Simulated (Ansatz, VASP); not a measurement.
# Cross-check of WS2 between VASP and Ansatz, part 3 of 3

Aim: how closely do two programs agree when they are given the same cell, functional and k mesh? The cell is taken from a series of runs on this material, whose earlier steps may have relaxed, scaled, displaced or heated it; both programs get it as it stands.

VASP 6.6.1 and Ansatz 0.2.0.

So far: Ansatz: zone-centre phonons, PBEsol, pair 1; Differences; VASP: zone-centre phonons, PBEsol, pair 2; Ansatz: zone-centre phonons, PBEsol, pair 2; Comparison; Ansatz: zone-centre phonons, PBEsol, pair 3.

### 9. VASP: zone-centre phonons, PBEsol, pair 3

Level of this step: PBEsol, no spin polarisation; plane waves and PAW (W, S) (VASP).

The same cell, functional and mesh now go to VASP, with its own data sets.

The input, INCAR:

```
SYSTEM = WS2
PREC = Accurate
ENCUT = 600
EDIFF = 1E-08
NELM = 120
ISMEAR = 0
SIGMA = 0.01
LREAL = .FALSE.
ALGO = Normal
GGA = PS
NBANDS = 15
LASPH = .TRUE.
LORBIT = 11
LWAVE = .FALSE.
LCHARG = .FALSE.
ISIF = 2
IBRION = 8
GGA_COMPAT = .FALSE.
EFERMI = MIDGAP
NELMDL = -8
KPAR = 2
```

The input, POSCAR:

```
WS2
1.0
    3.3031390406      0.0000000000      0.0000000000
   -1.6515695203      2.7243831631      0.0000000000
    0.0000000000      0.0000000000     30.0000000000
W S
1 2
Direct
    0.3312880557      0.6625761114      0.3333333333
    0.6676893054      0.3353786108      0.3846174878
    0.6676893054      0.3353786108      0.2820491787
```

The input, KPOINTS:

```
Automatic mesh
0
Gamma
12 12 1
0 0 0
```

The projector-augmented-wave data sets are W and S (PBE family, release 64).

Run with:

```bash
> mpirun -np 2 vasp_std
```

Numbers of over 12 decimals in the logs are rounded to 6 here.

The program printed:

```text
[... set-up lines as in an earlier step ...]
 entering main loop
       N       E                     dE             d eps       ncg     rms          rms(c)
DAV:   1     0.145103537440E+03    0.14510E+03   -0.60374E+03  1290   0.941E+02
DAV:   2    -0.664527660782E+01   -0.15175E+03   -0.14052E+03  2211   0.164E+02
DAV:   3    -0.262135528040E+02   -0.19568E+02   -0.19406E+02  1836   0.749E+01
DAV:   4    -0.266378759078E+02   -0.42432E+00   -0.42191E+00  1691   0.138E+01
[...]
DAV:  29    -0.252135638643E+02   -0.22003E-07    0.74096E-10  1380   0.449E-05    0.165E-05
DAV:  30    -0.252135638744E+02   -0.10181E-07    0.83409E-10  1135   0.229E-05    0.567E-06
DAV:  31    -0.252135638768E+02   -0.23131E-08    0.87522E-10  1254   0.139E-05
   1 F= -.25213564E+02 E0= -.25213564E+02  d E =0.000000E+00
 Linear response reoptimize wavefunctions to high precision
DAV:   1    -0.252135638777E+02   -0.94951E-09    0.87251E-10  1240   0.732E-06
DAV:   2    -0.252135638777E+02    0.47294E-10    0.88468E-10  1373   0.281E-06
 Linear response DOF=           6
 Linear response progress:
[...]
RMM:  10    -0.927955674464E-01    0.55813E-06   -0.40628E-09  2357   0.882E-05    0.733E-05
RMM:  11    -0.927954176754E-01    0.14977E-06   -0.64580E-09  2335   0.641E-05    0.135E-05
RMM:  12    -0.927954087267E-01    0.89487E-08   -0.92960E-08  2467   0.426E-05    0.476E-06
 first order change of Fermi-energy   0.13288E-01
 force on displaced ion       2 direction 2 :   0.000 -10.553  -0.834
 Linear response progress:
  Degree of freedom:   6/  6
       N       E                     dE             d eps       ncg     rms          rms(c)
RMM:   1    -0.158481094483E+00   -0.15848E+00    0.16903E-02  3056   0.214E+00
RMM:   2    -0.155087707006E+00    0.33934E-02   -0.32093E-03  2099   0.423E-01    0.340E-01
RMM:   3    -0.154965539194E+00    0.12217E-03   -0.37667E-04  2184   0.123E-01    0.246E-01
RMM:   4    -0.155091152316E+00   -0.12561E-03   -0.25079E-04  2168   0.754E-02    0.436E-02
[...]
RMM:  14    -0.155095203196E+00   -0.36100E-07   -0.11530E-07  2496   0.123E-04    0.558E-05
RMM:  15    -0.155095394494E+00   -0.19130E-06    0.14451E-08  2613   0.193E-04    0.334E-05
RMM:  16    -0.155095395118E+00   -0.62316E-09   -0.78113E-08  2577   0.800E-05    0.305E-05
 first order change of Fermi-energy   0.31481E+00
 force on displaced ion       2 direction 3 :  -0.000  -0.834 -18.143
 Linear response finished
```

From OUTCAR (step 9):

```text
  Total       -3.7308575     -1.0861641     -0.1111647      0.0000000      0.0000000      0.0000000
  in kB      -22.1412915     -6.4459916     -0.6597224      0.0000000      0.0000000      0.0000000
  external PRESSURE =      -9.7490019 kB  Pullay stress =       0.0000000 kB

 POSITION                                       TOTAL-FORCE (eV/Angst)
 -----------------------------------------------------------------------------------
      0.00000      1.80511     10.00000         0.000000     -0.003303      0.000000
      1.65157      0.91370     11.53852        -0.000000      0.001652     -0.033625
      1.65157      0.91370      8.46148        -0.000000      0.001652      0.033625
 -----------------------------------------------------------------------------------
    total drift:                               -0.000000      0.000488      0.000002

[... 1 part as in an earlier step ...]

[... 1 further part left out ...]
```

### 10. Differences

What differs besides the data sets and the points named for the pairs above, as far as they apply: the data sets hold 26 valence electrons in Ansatz (on its PAW soft_1 files) and 18 in VASP. Total energies have different zeros and are not compared.

Compared:

| quantity | Ansatz | VASP | difference |
| --- | --- | --- | --- |
| optical mode 1 (cm⁻¹) | 284.4 | 286.3 | -0.69 % |
| optical mode 2 (cm⁻¹) | 290.9 | 292.8 | -0.62 % |
| optical mode 3 (cm⁻¹) | 338.0 | 340.0 | -0.58 % |
| optical mode 4 (cm⁻¹) | 349.5 | 351.5 | -0.57 % |
| optical mode 5 (cm⁻¹) | 413.3 | 417.1 | -0.90 % |
| optical mode 6 (cm⁻¹) | 425.5 | 427.5 | -0.47 % |

Modes are paired by rising frequency, not by their patterns, so a pair may set unlike modes beside each other; they are those without the splitting of longitudinal modes. Where the cell holds vacuum, a pressure given here is an average over it and none of the material.

### 11. Outcome

```json
{
  "r.m.s. difference of the optical zone-centre modes, each program's sorted by frequency (zone-centre phonons, PBEsol, pair 1)": "2.4 cm⁻¹",
  "difference in optical mode 5 (zone-centre phonons, PBEsol, pair 1)": "-0.9 %",
  "r.m.s. difference of the optical zone-centre modes, each program's sorted by frequency (zone-centre phonons, PBEsol, pair 2)": "2.4 cm⁻¹",
  "difference in optical mode 5 (zone-centre phonons, PBEsol, pair 2)": "-0.9 %",
  "r.m.s. difference of the optical zone-centre modes, each program's sorted by frequency (zone-centre phonons, PBEsol, pair 3)": "2.4 cm⁻¹",
  "difference in optical mode 5 (zone-centre phonons, PBEsol, pair 3)": "-0.9 %"
}
```

The r.m.s. difference of the optical zone-centre modes, each program's sorted by frequency is 2.4 cm⁻¹ (zone-centre phonons, PBEsol, pair 1). The data sets hold unlike numbers of valence electrons (26 in Ansatz and 18 in VASP), so part of the differences may come from the potentials. Among the rows given in per cent, the largest difference of the zone-centre phonons, PBEsol, pair 1 pair is in optical mode 5, -0.9 %. Among the rows given in per cent, the largest difference of the zone-centre phonons, PBEsol, pair 2 pair is in optical mode 5, -0.9 %. Among the rows given in per cent, the largest difference of the zone-centre phonons, PBEsol, pair 3 pair is in optical mode 5, -0.9 %. How closely two codes agree says nothing of how well the functional describes the real material.

[Lines on the potential files, build, host, timing and source positions are cut from VASP's logs without a mark.]

[Logs are printed without paths, hosts, clocks, repeated set-up lines and the standing remarks that a program may print on its own settings, such as how far it seeks lower states.]

[Hosts, paths, dates, database ids (printed as entryN), source tags and the programs' standing remarks are cut or masked in the printed files.]
